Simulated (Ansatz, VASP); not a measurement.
**Bi3B5 in VASP and in Ansatz**

```
B Bi
1.0
    -3.22004    3.22004    3.22004
     3.22004   -3.22004    3.22004
     3.22004    3.22004   -3.22004
B Bi
5 3
Cartesian
  0.0000 0.0000 0.0000
  1.6100 1.6100 -1.6100
  1.6100 -1.6100 1.6100
  -1.6100 1.6100 1.6100
  1.6100 1.6100 1.6100
  3.2200 0.0000 0.0000
  0.0000 0.0000 3.2200
  0.0000 3.2200 0.0000
```

Change from the starting cell: species swapped into the Fe5Co3 type (Im-3m, No. 229).

Alike in both runs: functional PBE; k mesh 8 × 8 × 8; occupations gaussian, width 0.1 eV; no spin polarisation.

Ansatz relaxed the structure, and its values are those at the end. VASP's run is a single point on that final structure, the one shown.

|  | VASP | Ansatz |
| --- | --- | --- |
| version | VASP 6.6.1 | Ansatz 0.2.0 |
| potentials or method | VASP PAW PBE potentials, release 64 (B, Bi_d) | scalar-relativistic, plane waves, PAW |
| plane-wave cutoff (eV) | 520 | 420 |
| valence electrons in the cell | 60 | 60 |

|  | VASP | Ansatz | Ansatz less VASP |
| --- | --- | --- | --- |
| gap on the k mesh at the Fermi level (eV) | none | none | - |
| pressure (GPa) | 0.0 | 0.0 | +0.02 |

A gap of «none» marks a metal or a gap that the smearing closes.

Caveats: spin-orbit coupling is left out, which moves the levels of the heavy elements.
